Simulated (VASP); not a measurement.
Consider the following.

```yaml
crystal:
  lattice:
    - [2.91058, 0.00000, 0.00000]
    - [0.00000, 2.91058, 0.00000]
    - [0.00000, 0.00000, 2.91058]
  atoms:
    - { symbol: Al, position: [0.50000, 0.50000, 0.50000] }
    - { symbol: Fe, position: [0.00000, 0.00000, 0.00000] }
```

Computed with PBE GGA, VASP's PBE PAW potentials (set 64) (plane waves; VASP). Run with 300 eV cut-off, 11×11×11 Γ-centred mesh, Gaussian smearing of 0.10 eV, potentials Al Fe.

At this cut-off the stress carries a Pulay error, which pulls relaxed volumes low.

Question: Estimate the energy per atom (σ→0), pressure, band gap (on the k-mesh) with the smallest direct gap where there is one.

Answer: 
The band gap (on the k-mesh) is none (metal, semimetal or under 0.01 eV). The energy per atom (σ→0) is -6.293 eV/atom and the pressure is -7.05 GPa.

Total energies compare only between runs with the same potentials, cut-off and functional.

The structure is a typed FeAl crystal. The cell was not relaxed at this level. The run is not spin-polarised, so no magnetic state was tried. The electron count is odd and the run is not spin-polarised, which forces a metal.
